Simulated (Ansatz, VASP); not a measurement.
# Na (ladder Na chain) in two plane-wave programs, part 2 of 2

Wanted: the spread between two codes on one cell, functional and k mesh. The structure shown is the start of the Ansatz relaxation below; VASP solves that cell, so the two are compared at the walk's first step. Other levels of theory on this material are compared in a session of their own.

VASP 6.6.1 and Ansatz 0.2.0.

So far: The starting structure; Ansatz: relaxation, LDA.

**3. VASP: single point, LDA, start cell**

Level of this step: LDA, zero-moment start; plane waves and PAW (Na_pv) (VASP).

The same cell, functional (in two slightly different forms), mesh and smearing now go to VASP, with its own data sets.

Lines of VASP's logs that name or quote its potential files are left out, and so is its time.

File INCAR:

```
SYSTEM = Na
PREC = Accurate
ENCUT = 400
EDIFF = 1E-06
NELM = 200
ISMEAR = -1
SIGMA = 0.05
LREAL = .FALSE.
ALGO = Normal
GGA = CA
NBANDS = 14
ISPIN = 2
MAGMOM = -0 -0
LORBIT = 11
LWAVE = .FALSE.
LCHARG = .FALSE.
ISIF = 2
LASPH = .TRUE.
GGA_COMPAT = .FALSE.
KPAR = 2
```

File POSCAR:

```
Na
1.0
   13.5000000000      0.0000000000      0.0000000000
    0.0000000000     12.0000000000      0.0000000000
    0.0000000000      0.0000000000      3.2486200000
Na
2
Direct
    0.3972029630      0.5000000000      0.0000000000
    0.6027970370      0.5000000000      0.5000000000
```

File KPOINTS:

```
Automatic mesh
0
Gamma
1 1 25
0 0 0
```

PAW data sets: Na_pv (LDA family, release 64).

Launch:

```
$ mpirun -np 2 vasp_std
```

Numbers of over 12 decimals in the logs are rounded to 6 here.

The program printed:

```text
[banner, memory and clock lines left out]
running    2 mpi-ranks, on    1 nodes
 distrk:  each k-point on    1 cores,    2 groups
 distr:  one band on    1 cores,    1 groups

 POSCAR found type information on POSCAR Na
 POSCAR found :  1 types and       2 ions
 LDA part: xc-table for (Slater(with rela. corr.)+CA(PZ))
 , standard interpolation
 POSCAR, INCAR and KPOINTS ok, starting setup
 FFT: planning ... GRIDC
 FFT: planning ... GRID_SOFT
 FFT: planning ... GRID
 WAVECAR not read
 entering main loop
       N       E                     dE             d eps       ncg     rms          rms(c)
DAV:   1     0.526880076346E+02    0.52688E+02   -0.58869E+03  1016   0.514E+02
DAV:   2    -0.928226982376E-01   -0.52781E+02   -0.52541E+02   866   0.201E+02
DAV:   3    -0.191191152599E+01   -0.18191E+01   -0.18174E+01   908   0.386E+01
DAV:   4    -0.194472315023E+01   -0.32812E-01   -0.32810E-01  1018   0.595E+00
DAV:   5    -0.194530830179E+01   -0.58515E-03   -0.58514E-03   992   0.703E-01    0.874E-01
DAV:   6    -0.186084130003E+01    0.84467E-01   -0.17479E-02   830   0.864E-01    0.478E-01
DAV:   7    -0.181638090421E+01    0.44460E-01   -0.39488E-02   860   0.974E-01    0.137E-01
DAV:   8    -0.181213791985E+01    0.42430E-02   -0.13007E-02   890   0.386E-01    0.105E-01
DAV:   9    -0.181216463953E+01   -0.26720E-04   -0.15863E-03   872   0.238E-01    0.478E-02
DAV:  10    -0.181294999363E+01   -0.78535E-03   -0.83869E-04   824   0.128E-01    0.295E-02
DAV:  11    -0.181345449216E+01   -0.50450E-03   -0.13656E-04   794   0.543E-02    0.201E-02
DAV:  12    -0.181422870197E+01   -0.77421E-03   -0.12502E-04   818   0.595E-02    0.115E-02
DAV:  13    -0.181462484566E+01   -0.39614E-03   -0.10615E-04   788   0.255E-02    0.547E-03
DAV:  14    -0.181480466969E+01   -0.17982E-03   -0.34597E-05   878   0.228E-02    0.453E-03
DAV:  15    -0.181490676772E+01   -0.10210E-03   -0.10579E-05   818   0.873E-03    0.363E-03
DAV:  16    -0.181501827879E+01   -0.11151E-03   -0.21195E-05   806   0.135E-02    0.181E-03
DAV:  17    -0.181505528565E+01   -0.37007E-04   -0.48459E-06   860   0.627E-03    0.165E-03
DAV:  18    -0.181506700388E+01   -0.11718E-04   -0.26860E-06   866   0.463E-03    0.432E-04
DAV:  19    -0.181506843278E+01   -0.14289E-05   -0.48696E-07   816   0.225E-03    0.312E-04
DAV:  20    -0.181506920138E+01   -0.76860E-06   -0.81849E-08   538   0.107E-03
   1 F= -.18150692E+01 E0= -.18088382E+01  d E =-.124620E-01  mag=    -0.0000
```

From OUTCAR (step 3):

```text
ion  position               nearest neighbor table
   1  0.397  0.500  0.000-
   2  0.603  0.500  0.500-

  LATTYP: Found a simple orthorhombic cell.
 ALAT       =     3.2486200000
 B/A-ratio  =     3.6938761690
 C/A-ratio  =     4.1556106901

 Subroutine GETGRP returns: Found  8 space group operations
 (whereof  4 operations were pure point group operations)

The static configuration has the point symmetry C_2v.
 The point group associated with its full space group is D_2h.

 Found     13 irreducible k-points:

   k-points           NKPTS =     13   k-points in BZ     NKDIM =     13   number of bands    NBANDS=     14

   dimension x,y,z NGX =    90 NGY =   80 NGZ =   24
   dimension x,y,z NGXF=   180 NGYF=  160 NGZF=   48

   ENCUT  =  400.0 eV  29.40 Ry    5.42 a.u.  22.02 19.57  5.30*2*pi/ulx,y,z

   NELECT =      14.0000    total number of electrons

 k-points in reciprocal lattice and weights: Automatic mesh
   0.00000000  0.00000000  0.00000000       0.040
   0.00000000  0.00000000  0.04000000       0.080
   0.00000000  0.00000000  0.08000000       0.080
   0.00000000  0.00000000  0.12000000       0.080
   0.00000000  0.00000000  0.16000000       0.080
   0.00000000  0.00000000  0.20000000       0.080
   0.00000000  0.00000000  0.24000000       0.080
   0.00000000  0.00000000  0.28000000       0.080
   0.00000000  0.00000000  0.32000000       0.080
   0.00000000  0.00000000  0.36000000       0.080
   0.00000000  0.00000000  0.40000000       0.080
   0.00000000  0.00000000  0.44000000       0.080
   0.00000000  0.00000000  0.48000000       0.080

 average (electrostatic) potential at core
       1 -52.1161       2 -52.1161

 E-fermi :  -2.3743

 spin component 1
 k-point     1 :       0.0000    0.0000    0.0000
  band No.  band energies     occupation
    ...
      4     -27.7054      1.00000
      5     -27.6997      1.00000
      6     -27.6855      1.00000
      7      -4.3486      1.00000
      8      -2.6024      0.98967
      9      -1.5603      0.00000
     10      -1.0457      0.00000
     11      -0.1670      0.00000
     12       0.0723      0.00000
     13       0.8241      0.00000
    ...

 k-point     2 :       0.0000    0.0000    0.0400
  band No.  band energies     occupation
    ...
      4     -27.7065      1.00000
      5     -27.6997      1.00000
      6     -27.6866      1.00000
      7      -4.3251      1.00000
      8      -2.5794      0.98372
      9      -1.5384      0.00000
     10      -1.0239      0.00000
     11      -0.1448      0.00000
     12       0.0950      0.00000
     13       0.8463      0.00000
    ...

 k-point     3 :       0.0000    0.0000    0.0800
  band No.  band energies     occupation
    ...
      4     -27.7099      1.00000
      5     -27.6999      1.00000
      6     -27.6900      1.00000
      7      -4.2546      1.00000
      8      -2.5105      0.93838
      9      -1.4728      0.00000
     10      -0.9585      0.00000
     11      -0.0783      0.00000
     12       0.1634      0.00000
     13       0.9128      0.00000
    ...

 k-point     4 :       0.0000    0.0000    0.1200
  band No.  band energies     occupation
    ...
      4     -27.7153      1.00000
      5     -27.7004      1.00000
      6     -27.6954      1.00000
      7      -4.1374      1.00000
      8      -2.3959      0.60625
      9      -1.3634      0.00000
     10      -0.8496      0.00000
     11       0.0326      0.00000
     12       0.2771      0.00000
     13       1.0237      0.00000
    ...

 k-point     5 :       0.0000    0.0000    0.1600
  band No.  band energies     occupation
    ...
      3     -27.7342      1.00000
      4     -27.7222      1.00000
      5     -27.7023      1.00000
      6     -27.7011      1.00000
      7      -3.9740      1.00000
      8      -2.2361      0.05933
      9      -1.2101      0.00000
     10      -0.6972      0.00000
     11       0.1880      0.00000
     12       0.4363      0.00000
    ...

 k-point     6 :       0.0000    0.0000    0.2000
  band No.  band energies     occupation
    ...
      3     -27.7336      1.00000
      4     -27.7303      1.00000
      5     -27.7099      1.00000
      6     -27.7021      1.00000
      7      -3.7649      1.00000
      8      -2.0319      0.00106
      9      -1.0130      0.00000
     10      -0.5012      0.00000
     11       0.3876      0.00000
     12       0.6406      0.00000
    ...

  Total        0.4978136     -0.1016652      0.6457335      0.0000000      0.0000000      0.0000000
  in kB        1.5155259     -0.3095060      1.9658481      0.0000000      0.0000000      0.0000000
  external PRESSURE =       1.0572893 kB  Pullay stress =       0.0000000 kB

  energy-cutoff  :      400.00
  volume of cell :      526.28
      direct lattice vectors                 reciprocal lattice vectors
    13.500000000  0.000000000  0.000000000     0.074074074  0.000000000  0.000000000
     0.000000000 12.000000000  0.000000000     0.000000000  0.083333333  0.000000000
     0.000000000  0.000000000  3.248620000     0.000000000  0.000000000  0.307823014

 POSITION                                       TOTAL-FORCE (eV/Angst)
 -----------------------------------------------------------------------------------
      5.36224      6.00000      0.00000        -0.199119      0.000000      0.000000
      8.13776      6.00000      1.62431         0.199119      0.000000      0.000000
 -----------------------------------------------------------------------------------
    total drift:                                0.000000     -0.000000     -0.000000

  FREE ENERGIE OF THE ION-ELECTRON SYSTEM (eV)
  ---------------------------------------------------
  free  energy   TOTEN  =        -1.8150692014 eV

  energy  without entropy=       -1.8026071992  energy(sigma->0) =       -1.80883820

 total charge
# of ion       s       p       d       tot
------------------------------------------
    1        0.135   5.953   0.000   6.087
    2        0.135   5.953   0.000   6.087
--------------------------------------------------
tot          0.269  11.906   0.000  12.175

 magnetization (x)
# of ion       s       p       d       tot
------------------------------------------
    1        0.000  -0.000   0.000  -0.000
    2        0.000  -0.000   0.000  -0.000
--------------------------------------------------
tot          0.000  -0.000   0.000  -0.000

[... 4 further parts left out ...]
```

**4. Side by side**

Known differences besides the potentials themselves: the two LDA forms differ slightly; the data sets hold 18 valence electrons in Ansatz (on its default PAW (the set named soft_2) files) and 14 in VASP; the cutoff is 420 eV in Ansatz and 400 eV in VASP; VASP's log shows a relativistic correction to its local exchange, Ansatz's none. Total energies have different zeros and are not compared.

Forces (eV/Å; atoms numbered as in POSCAR):

| atom | Ansatz x, y, z | VASP x, y, z |
| --- | --- | --- |
| Na1 | -0.199, 0.000, 0.000 | -0.199, 0.000, 0.000 |
| Na2 | 0.199, 0.000, 0.000 | 0.199, 0.000, 0.000 |

The forces differ by 0.2 meV/Å r.m.s., which is 0.2 % of the r.m.s. force of 0.115 eV/Å (both taken over all components). Moments aren't recorded for both runs of this pair, so they may hold unlike magnetic states.

**5. Ansatz: relaxation, RPBE**

The two programs are compared at the cell with which this relaxation starts, whose forces are those of its first step.

The structure compared here is the start of the Ansatz relaxation; VASP solves that cell, so the two are compared at the walk's first step.

File input.yaml:

```yaml
crystal:
  lattice:
    - [13.5, 0.0, 0.0]
    - [0.0, 12.0, 0.0]
    - [0.0, 0.0, 3.24862]
  atoms:
    - { symbol: Na, position: [0.397202963, 0.5, 0.0], spin: 0.5 }
    - { symbol: Na, position: [0.602797037, 0.5, 0.5], spin: 0.5 }
magnetization:
  spin_polarized: true
kpoints:
  mp_grid: { grid: [1, 1, 25] }
scf:
  occupations: { method: fermi_dirac, width: 0.05 }
hamiltonian:
  xc: rpbe
relax:
  cell: { fix: [a, b, alpha, beta, gamma] }
  max_steps: 60
```

Launch:

```
$ ansatz run input.yaml --threads 8 --pin off --max-ram 16384MiB --backend cpu --events-out ev --progress --plain --runs-dir out
```

The program printed:

```text
[...]
Crystal: 2 atoms, lattice volume = 526.276 Å³
Basis set: ecut = 420 eV, 10327 PW (Γ), exchange–correlation on 192×162×48 points (8 copies of the dense FFT grid, shifted against one another)
Bands: 14, of which v1, the nominal top of the filled ones, is band 9 counted from 1 (8 counted from 0)
Symmetry: 8 space group operations
[...]
0.000000       0.000000       0.009311
  P = ⅓ Tr σ = 0.0061 GPa (0.061 kbar)
--- Relaxed structure (7 steps of the walk, 7 accepted, 1 SCFs on fresh bases) ---
[...]
cell:  # Å, volume = 584.0929 Å³
    - [13.5, 0.0, 0.0]
    - [0.0, 12.0, 0.0]
    - [0.0, 0.0, 3.605512]
  atoms:
    - { symbol: Na, position: [0.383489, 0.5, 0.0] }
    - { symbol: Na, position: [0.616511, 0.5, 0.500000] }
[key lines of the parts left out:]
SCF converged after 15 iterations
Magnetization: -0.0000 μB (9.0000 up, 9.0000 down)
Free energy (F): -2977.375233 eV
Fermi energy:    -2.041913 eV
```

**6. VASP: single point, RPBE, start cell**

The same cell, functional, mesh and smearing now go to VASP, with its own data sets.

Changes to INCAR since step 3:

```diff
@@ -9,3 +9,3 @@
 ALGO = Normal
-GGA = CA
+GGA = RP
 NBANDS = 14
```

POSCAR is that of step 3.

KPOINTS is that of step 3.

The projector-augmented-wave data sets are Na_pv (PBE family, release 64).

Launch:

```
$ mpirun -np 2 vasp_std
```

The program printed:

```text
[banner, memory and clock lines left out]
running    2 mpi-ranks, on    1 nodes
[...]
|                                                                             |
|               ----> ADVICE to this user running VASP <----                  |
|                                                                             |
|     You enforced a specific xc type in the INCAR file but a different       |
|     [... a line on the potential file left out ...]
|     I HOPE YOU KNOW WHAT YOU ARE DOING!                                     |
|                                                                             |

 LDA part: xc-table for (Slater+PW92), standard interpolation
 POSCAR, INCAR and KPOINTS ok, starting setup
[...]
entering main loop
       N       E                     dE             d eps       ncg     rms          rms(c)
DAV:   1     0.550220642483E+02    0.55022E+02   -0.58416E+03  1008   0.515E+02
DAV:   2     0.504624921891E+00   -0.54517E+02   -0.54307E+02   860   0.208E+02
DAV:   3    -0.145911627652E+01   -0.19637E+01   -0.19622E+01   902   0.400E+01
DAV:   4    -0.149343258831E+01   -0.34316E-01   -0.34315E-01   934   0.616E+00
[...]
DAV:  18    -0.141411659148E+01   -0.18794E-05   -0.60694E-05   884   0.338E-02    0.107E-03
DAV:  19    -0.141411763522E+01   -0.10437E-05   -0.14160E-05   878   0.154E-02    0.505E-04
DAV:  20    -0.141411733079E+01    0.30443E-06   -0.19680E-06   794   0.634E-03
   1 F= -.14141173E+01 E0= -.14077479E+01  d E =-.127390E-01  mag=     0.0000
```

Parts of OUTCAR (step 6):

```text
  Total        0.9713281     -0.1051678      1.4942411      0.0000000      0.0000000      0.0000000
  in kB        2.9570767     -0.3201692      4.5490148      0.0000000      0.0000000      0.0000000
  external PRESSURE =       2.3953074 kB  Pullay stress =       0.0000000 kB

 POSITION                                       TOTAL-FORCE (eV/Angst)
 -----------------------------------------------------------------------------------
      5.36224      6.00000      0.00000        -0.368419      0.000000      0.000000
      8.13776      6.00000      1.62431         0.368419      0.000000      0.000000
 -----------------------------------------------------------------------------------
    total drift:                                0.000000     -0.000000     -0.000000

  FREE ENERGIE OF THE ION-ELECTRON SYSTEM (eV)
  ---------------------------------------------------
  free  energy   TOTEN  =        -1.4141173308 eV

  energy  without entropy=       -1.4013783781  energy(sigma->0) =       -1.40774785

 magnetization (x)
# of ion       s       p       d       tot
------------------------------------------
    1        0.000  -0.000   0.000   0.000
    2        0.000  -0.000   0.000   0.000
--------------------------------------------------
tot          0.000  -0.000   0.000   0.000

[... 2 parts as in an earlier step ...]

[... 1 further part left out ...]
[key lines of the parts left out:]
E-fermi :  -2.1822
```

**7. Side by side**

What differs besides the data sets and the points named for the pairs above, as far as they apply: the data sets hold 18 valence electrons in Ansatz (on its default PAW (the set named soft_2) files) and 14 in VASP; Ansatz makes its cores anew for this functional, VASP keeps those of its PBE data sets. Total energies have different zeros and are not compared.

Forces (eV/Å; atoms numbered as in POSCAR):

| atom | Ansatz x, y, z | VASP x, y, z |
| --- | --- | --- |
| Na1 | -0.366, 0.000, 0.000 | -0.368, 0.000, 0.000 |
| Na2 | 0.366, 0.000, 0.000 | 0.368, 0.000, 0.000 |

The forces differ by 1.2 meV/Å r.m.s., which is 0.6 % of the r.m.s. force of 0.213 eV/Å (both taken over all components). Moments aren't recorded for both runs of this pair, so they may hold unlike magnetic states.

**8. Outcome**

| Item | Value |
| --- | --- |
| r.m.s. force difference (single point, LDA, start cell) | 0.19 meV/Å |
| r.m.s. force difference (single point, RPBE, start cell) | 0.55 % of the r.m.s. force |

The r.m.s. force difference is 0.55 % of the r.m.s. force (single point, RPBE, start cell), within the 3 % picked in this series as the mark of a large difference. The data sets hold unlike numbers of valence electrons (18 in Ansatz and 14 in VASP), so part of the differences may come from the potentials. 8 further pairs of this series are not shown here. How closely two codes agree says nothing of how well the functional describes the real material.

[Lines on the potential files, build, host, timing and source positions are cut from VASP's logs without a mark.]

[Logs are printed without paths, hosts, clocks, repeated set-up lines and the standing remarks that a program may print on its own settings, such as how far it seeks lower states.]

[Hosts, paths, dates, database ids (printed as entryN), source tags and the programs' standing remarks are cut or masked in the printed files.]
